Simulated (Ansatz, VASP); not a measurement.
B3C in VASP and in Ansatz

```
B C
1.0
     2.57059    0.00000    0.00000
    -1.28530    2.22620    0.00000
     0.00000    0.00000    4.64192
B C
3 1
Direct
  0.00000 0.00000 0.00000
  0.66667 0.33333 0.68443
  0.66667 0.33333 0.31557
  0.00000 0.00000 0.50000
```

Change from the starting cell: species swapped into the Co3Ir type (P-6m2, No. 187).

Alike in both runs: functional PBE; k mesh 6 × 6 × 4; occupations gaussian, width 0.1 eV; no spin polarisation.

Ansatz relaxed the structure, and its values are those at the end. VASP's run is a single point on that final structure, the one shown.

|  | VASP | Ansatz |
| --- | --- | --- |
| version | VASP 6.6.1 | Ansatz 0.2.0 |
| potentials or method | VASP PAW PBE potentials, release 64 (B, C) | scalar-relativistic, plane waves, PAW |
| plane-wave cutoff (eV) | 520 | 420 |
| valence electrons in the cell | 13 | 13 |

Ansatz gave:

- gap on the k mesh at the Fermi level (eV): none
- pressure (GPa): 0.0
- rms of the force components (eV/Å): 0.002

Question: What did VASP give for the same quantities?

Answer: gap on the k mesh at the Fermi level (eV): none; pressure (GPa): 0.1; rms of the force components (eV/Å): 0.003.

A gap of «none» marks a metal or a gap that the smearing closes. The functional is the same, so the differences come from potentials, cutoffs and numerics.

Caveats: the k mesh is coarse (spacing up to 0.47 Å⁻¹), so the values aren't converged.
